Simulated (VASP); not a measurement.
Computed with optB86b-vdW, VASP's PBE PAW potentials (set 64) (plane waves; VASP 6.6.1).

VASP ran on this input.

KPOINTS:
```
Automatic mesh
0
Gamma
12 12 12
0 0 0
```

INCAR:
```
AGGAC  =  0.0
ALGO  =  Normal
EDIFF  =  1E-7
EDIFFG  =  -0.01
ENCUT  =  520
GGA  =  MK
IBRION  =  2
ISIF  =  4
ISMEAR  =  1
LASPH  =  T
LCHARG  =  F
LMAXMIX  =  4
LREAL  =  F
LUSE_VDW  =  T
LWAVE  =  F
NELM  =  100
NSW  =  30
PARAM1  =  0.1234
PARAM2  =  1.0
PREC  =  Accurate
SIGMA  =  0.1
SYSTEM  =  As
```

File POSCAR:
```
As
1.0
  3.6786871664  -1.9282979860  -0.0297004237
  3.6786871664   1.9282979860  -0.0297004237
  2.6936756336   0.0000000000   3.1616553083
As
2
Cartesian
  2.3004737818   0.0000000000   0.7100407495
  7.7505761846   0.0000000000   2.3922137114
```

POTCAR, in this order: As (PBE.64 set). Program: vasp_std.

The resulting files:

**OSZICAR**
```
       N       E                     dE             d eps       ncg     rms          rms(c)
DAV:   1     0.333854181420E+02    0.33385E+02   -0.43158E+03  3402   0.922E+02
DAV:   2    -0.524350263687E+01   -0.38629E+02   -0.37692E+02  5327   0.120E+02
DAV:   3    -0.645758932605E+01   -0.12141E+01   -0.12120E+01  3897   0.263E+01
DAV:   4    -0.646397305777E+01   -0.63837E-02   -0.63804E-02  4239   0.205E+00
DAV:   5    -0.646398968505E+01   -0.16627E-04   -0.16627E-04  3870   0.959E-02    0.290E+00
DAV:   6    -0.645888040564E+01    0.51093E-02   -0.59943E-03  3814   0.632E-01    0.175E+00
DAV:   7    -0.645727279547E+01    0.16076E-02   -0.12667E-02  3639   0.947E-01    0.956E-02
DAV:   8    -0.645738447992E+01   -0.11168E-03   -0.46416E-04  3529   0.166E-01    0.359E-02
DAV:   9    -0.645742785434E+01   -0.43374E-04   -0.73319E-05  3725   0.732E-02    0.116E-02
DAV:  10    -0.645742712746E+01    0.72688E-06   -0.54435E-06  3955   0.154E-02    0.417E-03
DAV:  11    -0.645742717306E+01   -0.45594E-07   -0.97553E-07  3483   0.810E-03
   1 F= -.64574272E+01 E0= -.64573670E+01  d E =-.645743E+01
       N       E                     dE             d eps       ncg     rms          rms(c)
DAV:   1    -0.645957387491E+01   -0.21467E-02   -0.99989E-02  3426   0.192E+00    0.774E-02
DAV:   2    -0.645982851261E+01   -0.25464E-03   -0.32494E-03  3808   0.428E-01    0.453E-02
DAV:   3    -0.645980405776E+01    0.24455E-04   -0.69841E-05  3855   0.555E-02    0.180E-02
DAV:   4    -0.645980518002E+01   -0.11223E-05   -0.16792E-05  3845   0.285E-02    0.527E-03
DAV:   5    -0.645980567207E+01   -0.49205E-06   -0.19548E-06  3522   0.957E-03    0.864E-04
DAV:   6    -0.645980572044E+01   -0.48376E-07   -0.94553E-08  1872   0.259E-03
   2 F= -.64598057E+01 E0= -.64597606E+01  d E =-.237855E-02
       N       E                     dE             d eps       ncg     rms          rms(c)
DAV:   1    -0.646038553451E+01   -0.57986E-03   -0.83404E-02  3425   0.175E+00    0.707E-02
DAV:   2    -0.646059463976E+01   -0.20911E-03   -0.27070E-03  3791   0.390E-01    0.415E-02
DAV:   3    -0.646057316514E+01    0.21475E-04   -0.62515E-05  3854   0.520E-02    0.162E-02
DAV:   4    -0.646057424188E+01   -0.10767E-05   -0.14152E-05  3826   0.261E-02    0.499E-03
DAV:   5    -0.646057469433E+01   -0.45245E-06   -0.16475E-06  3522   0.878E-03    0.821E-04
DAV:   6    -0.646057474163E+01   -0.47309E-07   -0.82219E-08  1816   0.241E-03
   3 F= -.64605747E+01 E0= -.64605468E+01  d E =-.314757E-02
       N       E                     dE             d eps       ncg     rms          rms(c)
DAV:   1    -0.646158889316E+01   -0.10142E-02   -0.37295E-02  3460   0.116E+00    0.934E-02
DAV:   2    -0.646139611537E+01    0.19278E-03   -0.12374E-03  3581   0.244E-01    0.496E-02
DAV:   3    -0.646131389236E+01    0.82223E-04   -0.36479E-04  4391   0.114E-01    0.131E-02
DAV:   4    -0.646131561621E+01   -0.17239E-05   -0.23655E-05  3523   0.384E-02    0.587E-03
DAV:   5    -0.646131589961E+01   -0.28340E-06   -0.25754E-06  3825   0.114E-02    0.972E-04
DAV:   6    -0.646131591827E+01   -0.18661E-07   -0.18519E-07  2947   0.335E-03
   4 F= -.64613159E+01 E0= -.64613046E+01  d E =-.741177E-03
       N       E                     dE             d eps       ncg     rms          rms(c)
DAV:   1    -0.646190081321E+01   -0.58491E-03   -0.40273E-02  3459   0.120E+00    0.973E-02
DAV:   2    -0.646168486958E+01    0.21594E-03   -0.13512E-03  3574   0.255E-01    0.517E-02
DAV:   3    -0.646159319210E+01    0.91677E-04   -0.40773E-04  4379   0.121E-01    0.137E-02
DAV:   4    -0.646159507924E+01   -0.18871E-05   -0.26267E-05  3514   0.405E-02    0.612E-03
DAV:   5    -0.646159536380E+01   -0.28456E-06   -0.28175E-06  3818   0.119E-02    0.101E-03
DAV:   6    -0.646159538454E+01   -0.20738E-07   -0.20135E-07  3128   0.348E-03
   5 F= -.64615954E+01 E0= -.64615960E+01  d E =-.102064E-02
```

### OUTCAR
```
------------------------ aborting loop because EDIFF is reached ----------------------------------------
  FORCE on cell =-STRESS in cart. coord.  units (eV):
  Direction    XX          YY          ZZ          XY          YZ          ZX
  --------------------------------------------------------------------------------------
  Total       -0.3146354     -0.3196793     -0.3191988      0.0000000      0.0000000      0.0015568
  in kB      -11.1616778    -11.3406118    -11.3235650      0.0000000      0.0000000      0.0552286
  external PRESSURE =     -11.2752849 kB  Pullay stress =       0.0000000 kB
  volume of cell :       45.16
      direct lattice vectors                 reciprocal lattice vectors
     3.729998523 -1.912965352 -0.004598803     0.133904552 -0.261374311 -0.116599358
     3.729998523  1.912965352 -0.004598803     0.133904552  0.261374311 -0.116599358
     2.752819202  0.000000000  3.161381247     0.000389577  0.000000000  0.315978203
 POSITION                                       TOTAL-FORCE (eV/Angst)
 -----------------------------------------------------------------------------------
      2.32338      0.00000      0.71711        -0.006633      0.000000     -0.002047
      7.88943      0.00000      2.43507         0.006633      0.000000      0.002047
 -----------------------------------------------------------------------------------
    total drift:                               -0.000000     -0.000000     -0.000000
  FREE ENERGIE OF THE ION-ELECTRON SYSTEM (eV)
  ---------------------------------------------------
  free  energy   TOTEN  =        -6.4615953845 eV

  energy  without entropy=       -6.4615971856  energy(sigma->0) =       -6.46159598

 reached required accuracy - stopping structural energy minimisation
```
(Selected blocks of OUTCAR.)

File CONTCAR:
```
As
   1.00000000000000
     3.7299985232646611   -1.9129653518150778   -0.0045988030032941
     3.7299985232646611    1.9129653518150778   -0.0045988030032941
     2.7528192015536708    0.0000000000000000    3.1613812471841456
  As
     2
Direct
     0.2274966350778280    0.2274966350778280    0.2274966350855858
     0.7725033649221720    0.7725033649221720    0.7725033649144142
```

The compound is As in the a7 structure. This cell is one point of a volume scan, at 1.03 of the reference volume. Symmetry was kept, so distortions that lower it aren't found.
